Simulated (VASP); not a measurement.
Input for VASP

INCAR:
```
SYSTEM = GaN
PREC = Accurate
ENCUT = 520
EDIFF = 1E-6
NELM = 100
ALGO = Normal
LREAL = .FALSE.
LASPH = .TRUE.
ISMEAR = 0
SIGMA = 0.05
METAGGA = R2SCAN
LMIXTAU = .TRUE.
LMAXMIX = 4
LWAVE = .FALSE.
LCHARG = .FALSE.
IBRION = 2
ISIF = 3
NSW = 60
EDIFFG = -0.01
```

### KPOINTS
```
Regular mesh
0
Gamma
  9 9 9
```

File POSCAR:
```
GaN
1
    0.0000000000     2.2600000000     2.2600000000
    2.2600000000     0.0000000000     2.2600000000
    2.2600000000     2.2600000000     0.0000000000
Ga N
1 1
Direct
  0.0000000000   0.0000000000   0.0000000000
  0.2500000000   0.2500000000   0.2500000000
```

POTCAR, in this order: Ga_d N (PBE.64 set). Program: vasp_std.

Task: Write an equivalent input for Ansatz.

Result: One equivalent input (not run):
Ansatz 0.2 input:
```yaml
crystal:
  lattice:
    - [0.0000000, 2.2600000, 2.2600000]
    - [2.2600000, 0.0000000, 2.2600000]
    - [2.2600000, 2.2600000, 0.0000000]
  atoms:
    - { symbol: Ga, position: [0.0000000, 0.0000000, 0.0000000] }
    - { symbol: N, position: [0.2500000, 0.2500000, 0.2500000] }
kpoints:
  mp_grid: { grid: [9, 9, 9] }
hamiltonian:
  xc: r2scan
  pseudopotentials: { kind: paw }
scf:
  occupations: { method: gaussian, width: 0.05 }
  max_iter: 100
relax:
  max_steps: 60
  f_tol: 0.01
  cell: {}
output: { forces: true, stress: true, eigenvalues: true }
```
The two are equivalent in intent, not identical: each code has its own PAW files, so the cut-off isn't converted (ENCUT is set for VASP's; basis.ecutwfc is left out, and Ansatz then takes the one that its files recommend); Ansatz stops its SCF on the density residual and VASP on the energy change (EDIFF).

The compound is GaN in the zinc blende structure, a metastable form; wurtzite is the usual one. This run relaxes it. Symmetry was kept, so distortions that lower it aren't found.
